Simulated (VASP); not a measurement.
```
CELL_PARAMETERS angstrom
      0.00000     3.20607     3.20607
      3.20607     0.00000     3.20607
      3.20607     3.20607     0.00000
ATOMIC_POSITIONS crystal
  Mg 0.25000 0.25000 0.25000
  Mg 0.75000 0.75000 0.75000
  Ge 0.00000 0.00000 0.00000
```

Calculation: PBE GGA, VASP's PBE PAW potentials (set 64) (plane waves; VASP 6.6.1). Settings: 520 eV cut-off, 6×6×6 Γ-centred mesh, Gaussian smearing of 0.050 eV, potentials Mg Ge_d.

Q: Predict the energy per atom (σ→0), band gap (on the k-mesh) with the smallest direct gap where there is one.

A: 
```yaml
band gap (on the k-mesh): 0.15 eV
smallest direct gap (on the k-mesh): 0.96 eV
energy per atom (σ→0): -2.779 eV/atom
```

Total energies compare only between runs with the same potentials, cut-off and functional.

The compound is Mg2Ge in the antifluorite structure. It was relaxed first.
